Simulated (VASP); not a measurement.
Set up this calculation in VASP 6.6.1, as the native input.

```
Task                   : single point
Functional             : PBE
Potentials or basis    : VASP PAW PBE potentials, release 64 (Cd, Te)
Cutoff                 : 520 eV
k mesh                 : 10 × 10 × 10
Occupations            : gaussian, width 0.02 eV
Spin                   : no spin polarisation
Dipole correction      : no
Further INCAR settings : ALGO = Normal; EDIFF = 1e-07; NBANDS = 16
```

The structure of CdTe lies in POSCAR:

```
CdTe
1.0
    0.0000000000      3.3096311556      3.3096311556
    3.3096311556      0.0000000000      3.3096311556
    3.3096311556      3.3096311556      0.0000000000
Cd Te
1 1
Direct
    0.0000000000      0.0000000000      0.0000000000
    0.2500000000      0.2500000000      0.2500000000
```

The cell is a database's computed one.

These files were run (other wordings do the same):

INCAR

```
ALGO = Normal
EDIFF = 1E-7
ENCUT = 520
GGA = PE
ISIF = 2
ISMEAR = 0
LASPH = T
LCHARG = T
LELF = T
LREAL = F
LVHAR = T
LWAVE = F
NBANDS = 16
NELM = 100
PREC = Accurate
SIGMA = 0.02
```

KPOINTS

```
k-points
0
Gamma
  10 10 10
```

Potentials or basis: VASP PAW PBE potentials, release 64 (Cd, Te).

Launch:

```bash
$ cat potpaw_PBE.64/Cd/POTCAR potpaw_PBE.64/Te/POTCAR > POTCAR
$ mpirun -np 1 vasp_std > vasp.out
```

Results of the run:

| Property | Result |
| --- | --- |
| Pressure | 0.1 GPa |
| Band gap on the k mesh | 0.58 eV, direct |

Caveat: spin-orbit coupling is left out, which moves the levels of the heavy elements.

Wall time 21 s on 1 thread of Intel(R) Xeon(R) 6975P-C (Granite Rapids), with other jobs on the host, peak memory 0.23 GiB.
